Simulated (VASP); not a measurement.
An input for Quantum ESPRESSO's pw.x (written as the equivalent of a VASP run, and not itself run):

```
&CONTROL
  calculation = 'vc-relax'
  pseudo_dir = './pseudo'
  outdir = './out'
  tprnfor = .true.
  tstress = .true.
  nstep = 40
  forc_conv_thr = 0.00078
/
&SYSTEM
  ibrav = 0
  nat = 3
  ntyp = 2
  ecutwfc = 70
  occupations = 'smearing'
  smearing = 'methfessel-paxton'
  degauss = 0.00735
  input_dft = 'pz'
/
&ELECTRONS
  conv_thr = 7.3e-08
  electron_maxstep = 100
/
&IONS
/
&CELL
  press = 200
/
ATOMIC_SPECIES
  Si 28.085 Si.upf
  W 183.840 W.upf
CELL_PARAMETERS angstrom
    -1.5727206    1.5727206    3.8461774
     1.5727206   -1.5727206    3.8461774
     1.5727206    1.5727206   -3.8461774
ATOMIC_POSITIONS crystal
  Si   0.6659291  0.6659291  0.0000000
  Si   0.3340709  0.3340709  0.0000000
  W    0.0000000  0.0000000  0.0000000
K_POINTS automatic
  14 14 14 0 0 0
```

**Question.** Translate this input to VASP (INCAR, KPOINTS, POSCAR, choice of POTCAR).

**Answer.** One answer among several that fit: 
File POSCAR:
```
WSi2
1.0
 -1.5727206325   1.5727206325   3.8461773587
  1.5727206325  -1.5727206325   3.8461773587
  1.5727206325   1.5727206325  -3.8461773587
Si W
2 1
direct
  0.6659290668   0.6659290668   0.0000000000
  0.3340709332   0.3340709332   0.0000000000
  0.0000000000   0.0000000000   0.0000000000
```

INCAR:
```
EDIFF = 1E-6   # SCF stop (eV)
LWAVE = .FALSE.
LCHARG = .FALSE.
SIGMA = 0.1
EDIFFG = -0.02   # ionic stop
ISIF = 3   # ions, shape and volume
NELM = 100   # most electronic steps
SYSTEM = WSi2
IBRION = 2   # conjugate gradients
LREAL = .FALSE.   # projection in real space or not
ENCUT = 500   # plane-wave cut-off (eV)
NSW = 40   # most ionic steps
PREC = Accurate
PSTRESS = 200   # kbar
LASPH = .TRUE.
ISMEAR = 1   # Methfessel-Paxton
ALGO = Normal   # blocked Davidson
LMAXMIX = 6
```

KPOINTS:
```
K-points
0
G
14 14 14
0 0 0
```

POTCAR, in this order: Si W_sv (LDA.64 set). Program: vasp_std.

Limits of the translation: the potentials are each code's own (VASP's PAW set, PseudoDojo norm-conserving files in pw.x), so ENCUT and ecutwfc are chosen apart and not converted; conv_thr bounds pw.x's estimated SCF error, while EDIFF bounds the energy change between steps; forc_conv_thr acts on force components and is met together with etot_conv_thr.

The compound is WSi2 in the MoSi2 type structure. This run relaxes it under an external pressure of 20 GPa. Symmetry was kept, so distortions that lower it aren't found.
